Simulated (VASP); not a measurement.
```xyz
2
Lattice="0.0000 3.3405 3.3405 3.3405 0.0000 3.3405 3.3405 3.3405 0.0000" Properties=species:S:1:pos:R:3 pbc="T T T"
La     0.0000     0.0000     0.0000
Se     1.6703     1.6703     1.6703
```

The numbers are results of PBEsol GGA, VASP's PBE PAW potentials (set 64) (plane waves; VASP 6.6.1), not measurements. Settings: 400 eV cut-off, 9×9×9 Γ-centred mesh, first-order Methfessel-Paxton smearing of 0.10 eV, potentials La Se.

Q: Estimate the energy per atom (σ→0), band gap (on the k-mesh) with the smallest direct gap where there is one.

A: 
* **band gap (on the k-mesh)**: none (metal, semimetal or under 0.01 eV)
* **energy per atom (σ→0)**: -5.998 eV/atom

The absolute energy has meaning only against runs of the same code, potentials and settings.

The structure was generated: LaSe was put into the zinc blende type (F-43m), which need not be its known phase. It was relaxed first, which changed the volume by -31 %. The start is the result of an earlier pass. The electron count is odd and the run is not spin-polarised, which forces a metal.
